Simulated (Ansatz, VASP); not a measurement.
# Cross-check of CdAu between VASP and Ansatz, part 2 of 3

Wanted: the spread between two codes on one cell, functional and k mesh. The structure shown is the end of the VASP relaxation below.

VASP 6.6.1 and Ansatz 0.2.0.

So far: Starting point; VASP: relaxation, PBEsol.

## 3. Ansatz: single point, PBEsol

Level of this step: Ansatz beside VASP: Kohn-Sham DFT, plane waves, PBEsol (Ansatz).

Ansatz runs on its default PAW (the set named soft_2) files.

The same cell, functional, mesh and smearing now go to Ansatz, which takes its cutoff from its data sets.

The input, input.yaml:

```yaml
crystal:
  lattice:
    - [3.154, 0.0, 0.0]
    - [0.0, 4.8644, 0.0]
    - [0.0, 0.0, 26.91125]
  atoms:
    - { symbol: Cd, position: [0.0, 0.312, 0.27869385] }
    - { symbol: Cd, position: [0.0, 0.688, 0.36721631] }
    - { symbol: Cd, position: [0.0, 0.312, 0.45573877] }
    - { symbol: Cd, position: [0.0, 0.70734544, 0.54419951] }
    - { symbol: Cd, position: [0.0, 0.29427752, 0.6324665] }
    - { symbol: Cd, position: [0.0, 0.69901431, 0.72531636] }
    - { symbol: Au, position: [0.5, 0.812, 0.27869385] }
    - { symbol: Au, position: [0.5, 0.188, 0.36721631] }
    - { symbol: Au, position: [0.5, 0.812, 0.45573877] }
    - { symbol: Au, position: [0.5, 0.19976266, 0.54419755] }
    - { symbol: Au, position: [0.5, 0.7961867, 0.63312214] }
    - { symbol: Au, position: [0.5, 0.19946238, 0.71972894] }
hamiltonian:
  xc: pbesol
  pseudopotentials: { kind: paw }
kpoints:
  mp_grid: { grid: [6, 4, 1] }
scf:
  occupations: { method: methfessel_paxton, width: 0.1 }
  n_extra_bands: 7
efield:
  axis: 3
  dipole_correction: true
  ramp_width: 0.04
output:
  forces: true
  eigenvalues: true
```

Launch:

```
> ansatz run input.yaml --threads 4 --pin off --max-ram 9216MiB --backend cpu --events-out ev --progress --plain --runs-dir out
```

Numbers of over 12 decimals in the logs are rounded to 6 here.

What it wrote:

```text
scf.n_extra_bands = 7 over 117 filled bands (N_el = 234.0): the run solves 124 bands
Engine: ansatz 0.2.0, x86_64-unknown-linux-gnu
Pseudopotentials: kind: paw
Pseudopotential: Cd, paw, valence charge 20, recommended cutoff 420 eV (normal), Cd.paw.azcp
Pseudopotential: Au, paw, valence charge 19, recommended cutoff 420 eV (normal), Au.paw.azcp
Functional definition: PBEsol
  exchange = pbesol_x
  correlation = pbesol_c
Crystal: 12 atoms, lattice volume = 412.881 Å³
Basis set: ecut = 420 eV, 8107 PW (Γ), exchange–correlation on 48×72×360 points (8 copies of the dense FFT grid, shifted against one another)
Bands: 124, of which v1, the nominal top of the filled ones, is band 117 counted from 1 (116 counted from 0)
Symmetry: 2 space group operations
Space group: Pm (ITA 6), of the structure as read, at distance tolerance 7.4e-5 Å
k-points: 12 of 24 (time reversal used)
Non-local potential: Cd, projectors of the file, l = 0: 3, l = 1: 2, l = 2: 2, l = 3: 1
Non-local potential: Au, projectors of the file, l = 0: 3, l = 1: 2, l = 2: 2, l = 3: 1
PAW form: soft (Blöchl's): semilocal exchange-correlation on the pseudo side does not see the compensation charge
PAW frozen core: Cd, regenerated for the run's functional, and the local potential with it (the file was generated under x = pbe(κ = 0.804, μ = 0.219515), c = pbe(β = 0.066725))
PAW frozen core: Au, regenerated for the run's functional, and the local potential with it (the file was generated under x = pbe(κ = 0.804, μ = 0.219515), c = pbe(β = 0.066725))
PAW one-centre angular grid: Cd, 590 points (default); XC on 64 Gauss nodes
PAW one-centre angular grid: Au, 590 points (default); XC on 64 Gauss nodes
Initial density: superposition of atomic densities (neutral atoms: chi_scale 0, normalization atom), corrected by the library's trained network
Initial wavefunctions: pseudopotential atomic-orbital guess
Functional: x = pbesol(κ = 0.804, μ = 0.123457), c = pbesol(β = 0.046)
SCF iter   1: F=—  HF=-127147.624455 eV  |F-HF|=—  |Δ(HF+E_count)|=         —  Δρ=4.06e-3  dr2=9.01e-2  ethr=1.77e-3  p=0.008 e·Å  D=3.64e-3 V/Å  ΔV_dip=-0.10 eV  dr2_dipole=3.53e-3  V_vac-E_F(+/−)=4.77/4.87 eV  ⟨swp⟩=6.2  Hψ=5660  notcnv=0
efield: sawtooth ramp at fractional position 0.9820 (placed from the atoms, in the widest stretch of the axis that holds none; the zero of the levels goes with the place), width 0.0400; the density the first Hamiltonian is built on has a dipole p = 0.008 e·Å; the dipole correction subtracts the counter field D = 3.64e-3 V/Å, which shifts the + side's vacuum level by -0.10 eV against the − side's; the planar-averaged density in the ramp window peaks in size at 6.7e-5 e/Å³
preconditioner: auto → LDOS  [metal: Δε(μ)=0.030 eV  Ē_g=8.116 eV  σ=0.100 eV  W_gap=0.25  n_scr=112 (ndim 8)  ℏωp=21.5 eV  f_vac=0.436  D(μ)=6.26/eV (n_scr^D=32)  β→1.0]
SCF iter   2: F=—  HF=-127147.616952 eV  |F-HF|=—  |Δ(HF+E_count)|=   7.50e-3  S|Δr|=    0.00e0  Δρ=4.49e-3  dr2=6.40e-2  ethr=3.85e-5  p=0.007 e·Å  D=3.21e-3 V/Å  ΔV_dip=-0.09 eV  dr2_dipole=1.73e-4  V_vac-E_F(+/−)=4.70/4.79 eV  ⟨swp⟩=2.9  Hψ=3624  notcnv=0  defer=18
SCF iter   3: F=—  HF=-127147.595450 eV  |F-HF|=—  |Δ(HF+E_count)|=   2.15e-2  S|Δr|=    0.00e0  Δρ=4.32e-4  dr2=2.84e-3  ethr=2.74e-5  p=0.007 e·Å  D=3.12e-3 V/Å  ΔV_dip=-0.08 eV  dr2_dipole=2.87e-4  V_vac-E_F(+/−)=4.69/4.78 eV  ⟨swp⟩=2.0  Hψ=2732  notcnv=0  defer=18
SCF iter   4: F=—  HF=-127147.595193 eV  |F-HF|=—  |Δ(HF+E_count)|=   2.57e-4  S|Δr|=    0.00e0  Δρ=1.50e-4  dr2=2.52e-4  ethr=1.21e-6  p=0.007 e·Å  D=2.91e-3 V/Å  ΔV_dip=-0.08 eV  dr2_dipole=3.26e-5  V_vac-E_F(+/−)=4.68/4.75 eV  ⟨swp⟩=2.2  Hψ=2273  notcnv=0  defer=18
SCF iter   5: F=—  HF=-127147.595169 eV  |F-HF|=—  |Δ(HF+E_count)|=   2.42e-5  S|Δr|=    0.00e0  Δρ=7.00e-5  dr2=2.81e-5  ethr=1.08e-7  p=0.006 e·Å  D=2.82e-3 V/Å  ΔV_dip=-0.08 eV  dr2_dipole=2.94e-6  V_vac-E_F(+/−)=4.67/4.75 eV  ⟨swp⟩=2.0  Hψ=2210  notcnv=0  defer=18
SCF iter   6: F=—  HF=-127147.595265 eV  |F-HF|=—  |Δ(HF+E_count)|=   9.62e-5  S|Δr|=    0.00e0  Δρ=2.36e-5  dr2=2.83e-6  ethr=1.20e-8  p=0.006 e·Å  D=2.79e-3 V/Å  ΔV_dip=-0.08 eV  dr2_dipole=6.83e-7  V_vac-E_F(+/−)=4.67/4.75 eV  ⟨swp⟩=2.2  Hψ=2809  notcnv=0  defer=18
SCF iter   7: F=—  HF=-127147.595266 eV  |F-HF|=—  |Δ(HF+E_count)|=   1.10e-6  S|Δr|=    0.00e0  Δρ=8.45e-6  dr2=3.61e-7  ethr=1.21e-9  p=0.006 e·Å  D=2.78e-3 V/Å  ΔV_dip=-0.07 eV  dr2_dipole=1.34e-7  V_vac-E_F(+/−)=4.67/4.75 eV  ⟨swp⟩=2.6  Hψ=2804  notcnv=0  defer=18
SCF iter   8: F=-127147.595266 eV  HF=-127147.595267 eV  |F-HF|=3.49e-8  |Δ(HF+E_count)|=   2.50e-7  S|Δr|=    0.00e0  Δρ=2.54e-6  dr2=5.36e-8  ethr=4.27e-11  p=0.006 e·Å  D=2.77e-3 V/Å  ΔV_dip=-0.07 eV  dr2_dipole=3.86e-8  V_vac-E_F(+/−)=4.67/4.75 eV  ⟨swp⟩=9.4  Hψ=6773  notcnv=0
SCF 1 converged in 8 iterations: F = -127147.595266 eV  dr2 = 5.36e-8
  greatest PAW one-centre occupation: 1.001 electrons in one spin orbital (limit 2), on the Au atom at site 8 (counted from 0), in its partial waves of l = 0
SCF converged after 8 iterations
Stability not checked: this state was not tested for a lower state beside it, because cold or Methfessel-Paxton smearing, or corrected tetrahedra, fill the levels in a way that the test cannot read (fill_not_monotonic; see scf.lower_state_search)
Free energy (F): -127147.595266 eV
Harris-Foulkes:  -127147.595267 eV  (|F-HF|=3.49e-8)
Internal energy: -127147.592612 eV  (E = F + TS)
E sigma→0 (E₀):  -127147.594603 eV
Entropy (-TS):   -0.002655 eV (-0.221 meV/atom)
Fermi energy:    7.491490 eV
Dipole field:    D = 0.002584 V/Å  (p = 0.005895 e·Å, saw-weighted, corrected)
Work function:   Φ+ = 4.6745 eV   Φ− = 4.7441 eV
Levels:          The Fermi level and band energies are counted from a zero that moves with the ramp; work functions are not
--- Per-component energies (eV) ---
  E_band       = -5947.417074
  E_kinetic    = 6656.658668
  E_local      = -351280.980931  (includes V_loc(G=0)·N_el)
  E_nonlocal   = 675.964698
  E_hartree    = 173194.678883
  E_xc         = -2413.826077
  E_vxc        = -2975.875113  (∫ρ·V_xc dr)
  E_paw        = -81471.923654  (= ΣΔE_a)
  E_vpaw       = -5412.564085  (= ΣTr[D̂ρ^β])
  E_aug_tail   = 0.008491  (compensation charges beyond the density's cutoff)
  E_efield     = 0.000008  (sawtooth field / dipole correction)
  E_vefield    = 0.029309  (∫n·V_field dr)
  E_ewald      = 127487.918671
  E_core_change = 3.908633  (= ΣΔE_core)
  E_smearing   = -0.002655  (= −TS)
  E_closure    = -0.000000  (closes the sum)
  Σ components = -127147.595266   (vs F -127147.595266, Δ=0.00e0)
--- Forces (eV/Å), atoms counted from 1 ---
  atom   1  Cd     0.00000000    -0.08015023    -0.28479945
  atom   2  Cd     0.00000000     0.26998518     0.00892894
  atom   3  Cd     0.00000000    -0.21648863     0.06514589
  atom   4  Cd     0.00000000     0.00184638     0.00162101
  atom   5  Cd     0.00000000    -0.02891680    -0.00155148
  atom   6  Cd     0.00000000     0.02887621    -0.00762422
  atom   7  Au     0.00000000    -0.05601839     0.14737752
  atom   8  Au     0.00000000    -0.03222186     0.14943989
  atom   9  Au     0.00000000     0.07914135    -0.07817049
  atom  10  Au     0.00000000     0.03716696     0.00858026
  atom  11  Au     0.00000000    -0.00474603     0.00935214
  atom  12  Au     0.00000000     0.00152845    -0.01830766
  max |Σ_I F_I| component: 7.67e-6 eV/Å
--- Band table (eV; the first three rows and the last of 12) ---
  k-point 0: bands = [... 113 lower, 5.6890, 6.1965, 6.5438, 6.8197, 7.5443, 7.8827, 8.1431, 8.3015, ... 3 higher]
  k-point 1: bands = [... 113 lower, 4.5701, 4.8289, 5.2549, 6.2086, 6.4360, 7.3934, 7.6508, 9.1765, ... 3 higher]
  k-point 2: bands = [... 113 lower, 4.3923, 4.7140, 4.9107, 5.7520, 5.9737, 7.5377, 7.5883, 9.1961, ... 3 higher]
  k-point 11: bands = [... 113 lower, 6.3278, 6.4548, 6.6429, 6.6822, 6.7133, 7.1995, 7.2117, 8.5739, ... 3 higher]
```

Run time: 8.7 s. Hardware: 4 threads of Intel Xeon 6975P-C (Granite Rapids), shared host; peak memory 1.4 GiB.

## 4. Comparison

Known differences besides the potentials themselves: the data sets hold 234 valence electrons in Ansatz (default PAW (the set named soft_2) files) and 138 in VASP; the cutoff is 420 eV in Ansatz and 300 eV in VASP (PREC = Normal); Ansatz makes its cores anew for this functional, VASP keeps those of its PBE data sets; VASP leaves aspherical gradient terms in its spheres out (LASPH is not set), Ansatz keeps them. Total energies have different zeros and are not compared.

Forces on 8 of the 12 atoms, those with the largest forces and the largest differences (eV/Å; atoms numbered as in POSCAR):

| atom | Ansatz x, y, z | VASP x, y, z |
| --- | --- | --- |
| Cd1 | 0.000, -0.080, -0.285 | 0.000, -0.080, -0.315 |
| Cd2 | 0.000, 0.270, 0.009 | 0.000, 0.274, 0.011 |
| Cd3 | 0.000, -0.216, 0.065 | 0.000, -0.219, 0.066 |
| Au7 | 0.000, -0.056, 0.147 | 0.000, -0.048, 0.120 |
| Au8 | 0.000, -0.032, 0.149 | 0.000, -0.045, 0.151 |
| Au9 | 0.000, 0.079, -0.078 | 0.000, 0.092, -0.078 |
| Au10 | 0.000, 0.037, 0.009 | 0.000, 0.023, 0.009 |
| Au12 | 0.000, 0.002, -0.018 | 0.000, -0.011, 0.012 |

The forces differ by 11 meV/Å r.m.s., which is 12.0 % of the r.m.s. force of 0.09 eV/Å (both taken over all components, held atoms included). VASP's last cycles still show a density residual of 2e-03, so its state may not be settled.

## 5. VASP: band structure, PBEsol

A single point gives forces, pressure and levels at one fixed geometry, so differences don't come from the geometry; what else differs is listed under the comparison.

The input, INCAR:

```
SYSTEM = CdAu
PREC = Normal
ENCUT = 300
EDIFF = 1E-06
NELM = 120
ISMEAR = 1
SIGMA = 0.1
LREAL = .FALSE.
ALGO = Fast
GGA = PS
NBANDS = 101
LORBIT = 11
LWAVE = .TRUE.
LCHARG = .TRUE.
IDIPOL = 3
LDIPOL = .TRUE.
DIPOL = 0.5 0.5 0.5
LVHAR = .TRUE.
LVACPOTAV = .TRUE.
LELF = .TRUE.
NEDOS = 1500
```

The input, POSCAR:

```
CdAu
1.0
    3.1540000000      0.0000000000      0.0000000000
    0.0000000000      4.8644000000      0.0000000000
    0.0000000000      0.0000000000     26.9112500000
Cd Au
6 6
Direct
    0.0000000000      0.3120000000      0.2786938500
    0.0000000000      0.6880000000      0.3672163100
    0.0000000000      0.3120000000      0.4557387700
    0.0000000000      0.7073454369      0.5441995068
    0.0000000000      0.2942775217      0.6324664963
    0.0000000000      0.6990143113      0.7253163562
    0.5000000000      0.8120000000      0.2786938500
    0.5000000000      0.1880000000      0.3672163100
    0.5000000000      0.8120000000      0.4557387700
    0.5000000000      0.1997626638      0.5441975540
    0.5000000000      0.7961866974      0.6331221375
    0.5000000000      0.1994623807      0.7197289409
```

The input, KPOINTS:

```
Automatic mesh
0
Gamma
6 4 1
0 0 0
```

The input, KPOINTS_OPT:

```
Line mode
14
Line-mode
Reciprocal
  0.00000000   0.00000000   0.00000000 GAMMA
  0.50000000   0.00000000   0.00000000 X

  0.50000000   0.00000000   0.00000000 X
  0.50000000   0.50000000   0.00000000 S

  0.50000000   0.50000000   0.00000000 S
  0.00000000   0.50000000   0.00000000 Y

  0.00000000   0.50000000   0.00000000 Y
  0.00000000   0.00000000   0.00000000 GAMMA

  0.00000000   0.00000000   0.00000000 GAMMA
  0.50000000   0.50000000   0.00000000 S
```

Potentials, in the order of the species: Cd and Au (PBE family, release 64).

Launch:

```
> mpirun -np 2 vasp_std
```

What it wrote:

```text
[banner, memory and clock lines left out]
running    2 mpi-ranks, on    1 nodes
[...]
[... a notice as in an earlier step ...]

 LDA part: xc-table for (Slater+PW92), standard interpolation
|                                                                             |
|           W    W    AA    RRRRR   N    N  II  N    N   GGGG   !!!           |
|           W    W   A  A   R    R  NN   N  II  NN   N  G    G  !!!           |
|           W    W  A    A  R    R  N N  N  II  N N  N  G       !!!           |
|           W WW W  AAAAAA  RRRRR   N  N N  II  N  N N  G  GGG   !            |
|           WW  WW  A    A  R   R   N   NN  II  N   NN  G    G                |
|           W    W  A    A  R    R  N    N  II  N    N   GGGG   !!!           |
|                                                                             |
|     The number of bands has been changed from the values supplied in        |
|     The orbitals not found in the WAVECAR file will be initialized with     |
|     random numbers, which is usually adequate. For correlated               |
[...]
1 F= -.31344984E+02 E0= -.31344113E+02  d E =-.261262E-02
 Start KPOINTS_OPT (optional k-point list driver)
k-point batch [1-12\70]
       N       E                     dE             ncg
DAV:   1     0.580241262681E+03   -0.15936E+05     2664
DAV:   2    -0.815621880323E+04   -0.87365E+04     2694
DAV:   3    -0.842987180143E+04   -0.27365E+03     2728
DAV:   4    -0.843259103980E+04   -0.27192E+01     2920
DAV:   5    -0.843265305258E+04   -0.62013E-01     2746
DAV:   6    -0.843265541000E+04   -0.23574E-02     2968
DAV:   7    -0.843265549794E+04   -0.87938E-04     2754
DAV:   8    -0.843265550197E+04   -0.40254E-05     2248
DAV:   9    -0.843265550222E+04   -0.25195E-06     1666
[...]
k-point batch [61-70\70]
       N       E                     dE             ncg
DAV:   1     0.100380912973E+04   -0.27058E+05     2224
DAV:   2    -0.615007740647E+04   -0.71539E+04     2236
DAV:   3    -0.638372597749E+04   -0.23365E+03     2296
DAV:   4    -0.638600427476E+04   -0.22783E+01     2392
DAV:   5    -0.638606246657E+04   -0.58192E-01     2268
DAV:   6    -0.638606485350E+04   -0.23869E-02     2432
DAV:   7    -0.638606493552E+04   -0.82013E-04     2276
DAV:   8    -0.638606493879E+04   -0.32725E-05     1832
DAV:   9    -0.638606493904E+04   -0.24992E-06     1364
 writing wavefunctions
```

[end of part 2 of 3]

[Lines on the potential files, build, host, timing and source positions are cut from VASP's logs without a mark.]

[Logs are printed without paths, hosts, clocks, repeated set-up lines and the standing remarks that a program may print on its own settings, such as how far it seeks lower states.]

[Hosts, paths, dates, database ids (printed as entryN), source tags and the programs' standing remarks are cut or masked in the printed files.]
